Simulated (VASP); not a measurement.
Wanted: the native input for a VASP 6.6.1 run.

| Item | Value |
| --- | --- |
| Task | relaxation of cell and atoms |
| Functional | r2SCAN |
| Potentials or basis | VASP PAW PBE potentials, release 64 (Co, O) |
| Cutoff | 600 eV |
| k mesh | 12 × 12 × 12 |
| Occupations | gaussian, width 0.03 eV |
| Spin | collinear spin, ferromagnetic start |
| Starting moments | [3.0, 0.0] μB |
| Further INCAR settings | ALGO = Normal; EDIFF = 1e-07; AMIX = 0.2; BMIX = 0.0001; IBRION = 2; EDIFFG = -0.005; NSW = 90; ISIF = 3 |

The structure of CoO lies in POSCAR:

```
CoO                                     
1.0
   -0.0000000000      2.1034721152      2.1034721152
    2.1034721152      0.0000000000      2.1034721152
    2.1034721152      2.1034721152      0.0000000000
  Co              O             
     1     1
Direct
     0.0000000000000000    0.0000000000000000    0.0000000000000000
     0.5000000000000000    0.5000000000000000    0.5000000000000000
```

The cell was built by a generator and needn't be a form met in nature.

These files were run (other wordings do the same):

INCAR

```
PREC = Accurate
ENCUT = 600
EDIFF = 1E-7
ISMEAR = 0
SIGMA = 0.03
LREAL = F
LASPH = T
NELM = 150
ALGO = Normal
ISIF = 3
LWAVE = F
LCHARG = F
ISPIN = 2
MAGMOM = 3 0
LORBIT = 11
LMAXMIX = 4
METAGGA = R2SCAN
LMIXTAU = T
IBRION = 2
NSW = 90
EDIFFG = -0.005
AMIX = 0.2
BMIX = 1E-4
AMIX_MAG = 0.8
BMIX_MAG = 1E-4
```

KPOINTS

```
Automatic mesh
0
Gamma
  12 12 12
```

Potentials or basis: VASP PAW PBE potentials, release 64 (Co, O).

The run is started by

```console
$ cat potpaw_PBE.64/Co/POTCAR potpaw_PBE.64/O/POTCAR > POTCAR
$ mpirun -np 1 vasp_std > vasp.out
```

It gave:

The pressure after relaxing is 0.0 GPa. The band gap on the k mesh is none (metal or under the smearing width) and the net moment is 3.00 μB per cell. The site moments are Co +2.69; O +0.29 μB and the valence electrons inside the program's atomic spheres are Co 7.83; O 5.05.

Caveat: the relaxation stopped at its first step, so nothing moved; the PAW data sets were made with another functional, which shifts forces and pressure a little; a cell with one magnetic atom can't hold antiferromagnetic order, which such compounds often take; semilocal functionals often make such compounds metallic where correlation or magnetic order opens a gap, which also shifts bond lengths.

It took 53 s on 1 thread of Intel(R) Xeon(R) 6975P-C (Granite Rapids) (shared host), peak memory 0.18 GiB.
